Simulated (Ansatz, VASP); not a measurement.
**ScAgSbCl in VASP and in Ansatz**

```
CELL_PARAMETERS angstrom
4.78688 0.00000 0.00000
0.00000 4.78688 0.00000
0.00000 0.00000 7.55975
ATOMIC_POSITIONS crystal
Sc 0.00000 0.00000 0.50000
Sc 0.50000 0.50000 0.50000
Ag 0.50000 0.00000 0.20920
Ag 0.00000 0.50000 0.79080
Sb 0.50000 0.50000 0.00000
Sb 0.00000 0.00000 0.00000
Cl 0.00000 0.50000 0.36491
Cl 0.50000 0.00000 0.63509
```

Change from the starting cell: species swapped into the EuMnSbF type (P4/nmm, No. 129).

Alike in both runs: functional PBE; k mesh 3 × 3 × 2; occupations gaussian, width 0.15 eV; no spin polarisation.

Ansatz relaxed the structure, and its values are those at the end. VASP's run is a single point on that final structure, the one shown.

|  | VASP | Ansatz |
| --- | --- | --- |
| version | VASP 6.6.1 | Ansatz 0.2.0 |
| potentials or method | VASP PAW PBE potentials, release 64 (Sc_sv, Ag, Sb, Cl) | scalar-relativistic, plane waves, PAW |
| plane-wave cutoff (eV) | 520 | 420 |
| valence electrons in the cell | 68 | 104 |

VASP gave:

```
gap on the k mesh at the Fermi level (eV) : none
pressure (GPa)                            : 0.1
rms of the force components (eV/Å)        : 0.021
```

Problem. Which values does Ansatz return?

Solution. gap on the k mesh at the Fermi level (eV): none; pressure (GPa): 0.1; rms of the force components (eV/Å): 0.028.

A gap of «none» marks a metal or a gap that the smearing closes. The two sets of potentials don't hold the same shells in valence.

Caveats: the k mesh is coarse (spacing up to 0.44 Å⁻¹), so the values aren't converged. Spin-orbit coupling is left out, which matters for the levels of Sb.
